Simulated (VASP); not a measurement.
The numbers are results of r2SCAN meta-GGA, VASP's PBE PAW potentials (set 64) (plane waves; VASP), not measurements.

Input for VASP

**INCAR**
```
ALGO = Normal
EDIFF = 1E-6
EDIFFG = -0.02
ENCUT = 580
IBRION = 2
ISIF = 3
ISMEAR = 0
LASPH = .True.
LCHARG = .False.
LMIXTAU = .True.
LREAL = .False.
LWAVE = .False.
METAGGA = R2SCAN
NELM = 100
NSW = 60
PREC = Accurate
SIGMA = 0.05
SYSTEM = BN
```

**KPOINTS**
```
Regular mesh
0
G
  9 9 3
0 0 0
```

### POSCAR
```
BN
1
    2.5024207582     0.0000000000     0.0000000000
   -1.2512103791     2.1671603357     0.0000000000
    0.0000000000    -0.0000000000     6.8468285722
B N
2 2
Direct
  0.6666670000   0.3333330000   0.7500000000
  0.3333330000   0.6666670000   0.2500000000
  0.3333330000   0.6666670000   0.7500000000
  0.6666670000   0.3333330000   0.2500000000
```

POTCAR, in this order: B N (PBE.64 set). Program: vasp_std.

Output

**OSZICAR**
```
       N       E                     dE             d eps       ncg     rms          rms(c)
DAV:   1     0.654503163823E+02    0.65450E+02   -0.90658E+03   576   0.139E+03
DAV:   2    -0.416430782846E+02   -0.10709E+03   -0.96655E+02   816   0.288E+02
DAV:   3    -0.466714227700E+02   -0.50283E+01   -0.49996E+01   736   0.669E+01
DAV:   4    -0.467260278996E+02   -0.54605E-01   -0.54585E-01   696   0.731E+00
DAV:   5    -0.467268531851E+02   -0.82529E-03   -0.82503E-03   740   0.891E-01    0.110E+01
DAV:   6    -0.404897676483E+02    0.62371E+01   -0.63867E+00   688   0.215E+01    0.575E+00
DAV:   7    -0.380878259038E+02    0.24019E+01   -0.66093E-01   728   0.896E+00    0.291E+00
DAV:   8    -0.403332469760E+02   -0.22454E+01   -0.17423E+00   604   0.119E+01    0.193E+00
DAV:   9    -0.388435012038E+02    0.14897E+01   -0.54641E-01   576   0.880E+00    0.269E-01
DAV:  10    -0.385964291763E+02    0.24707E+00   -0.82591E-02   596   0.328E+00    0.185E-01
DAV:  11    -0.385235789914E+02    0.72850E-01   -0.23876E-02   584   0.185E+00    0.157E-01
DAV:  12    -0.385094915307E+02    0.14087E-01   -0.24353E-02   576   0.186E+00    0.125E-01
DAV:  13    -0.385683118061E+02   -0.58820E-01   -0.14636E-02   616   0.137E+00    0.824E-02
DAV:  14    -0.385983874381E+02   -0.30076E-01   -0.41434E-03   604   0.856E-01    0.179E-02
DAV:  15    -0.385989734124E+02   -0.58597E-03   -0.43128E-04   732   0.299E-01    0.459E-03
DAV:  16    -0.385990533120E+02   -0.79900E-04   -0.14930E-05   680   0.524E-02    0.406E-03
DAV:  17    -0.385990562450E+02   -0.29330E-05   -0.41583E-06   668   0.218E-02    0.256E-03
DAV:  18    -0.385990701952E+02   -0.13950E-04   -0.14083E-06   484   0.150E-02    0.933E-04
DAV:  19    -0.385990688332E+02    0.13620E-05   -0.20478E-07   404   0.681E-03    0.660E-04
DAV:  20    -0.385990686956E+02    0.13760E-06   -0.10047E-07   428   0.414E-03
   1 F= -.38599069E+02 E0= -.38599069E+02  d E =-.385991E+02
```

### OUTCAR
```
------------------------ aborting loop because EDIFF is reached ----------------------------------------
  FORCE on cell =-STRESS in cart. coord.  units (eV):
  Direction    XX          YY          ZZ          XY          YZ          ZX
  --------------------------------------------------------------------------------------
  Total        0.0153786      0.0153786      0.0008506      0.0000000      0.0000000      0.0000000
  in kB        0.6635699      0.6635701      0.0367006      0.0000000      0.0000000      0.0000000
  external PRESSURE =       0.4546135 kB  Pullay stress =       0.0000000 kB
  volume of cell :       37.13
      direct lattice vectors                 reciprocal lattice vectors
     2.502420758  0.000000000  0.000000000     0.399613053  0.230716663  0.000000000
    -1.251210379  2.167160336  0.000000000     0.000000000  0.461433325  0.000000000
     0.000000000  0.000000000  6.846828572     0.000000000  0.000000000  0.146053021
  FREE ENERGIE OF THE ION-ELECTRON SYSTEM (eV)
  ---------------------------------------------------
  free  energy   TOTEN  =       -38.5990686956 eV

  energy  without entropy=      -38.5990686956  energy(sigma->0) =      -38.59906870

 reached required accuracy - stopping structural energy minimisation
```
(Selected blocks of OUTCAR.)

The compound is BN in the hex structure. It was relaxed first. The start is the result of an earlier pass.
